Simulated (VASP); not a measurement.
A cell of C (diamond) near equilibrium:

```
C
1.0
    0.00000     1.78159     1.78159
    1.78159     0.00000     1.78159
    1.78159     1.78159     0.00000
C
2
Direct
  0.00000   0.00000   0.00000
  0.25000   0.25000   0.25000
```

Computed with r2SCAN meta-GGA, VASP's PBE PAW potentials (set 64) (plane waves; VASP).

```tsv
run	ΔE (meV/atom)	σxx	σyy	σzz	largest shear component, with its sign (GPa)	largest force (eV/Å)	gap (eV)
as it is	0.0	-0.76	-0.76	-0.76	0.00	0.000	4.35
after one change	0.5	-1.33	-6.26	-1.33	0.00	0.000	4.27
```
Stress is in GPa, positive when the cell is compressed; gaps are those on the k-mesh, and 0.00 means metallic.

Question: Which change was made?
(A) uniaxial strain of +0.5 % along y
(B) atom 2 (C) moved by 0.200 Å along z
(C) atom 2 (C) moved by 0.100 Å along y
(D) isotropic strain of +0.5 %

Answer: A, uniaxial strain of +0.5 % along y

The compound is C in the diamond structure.
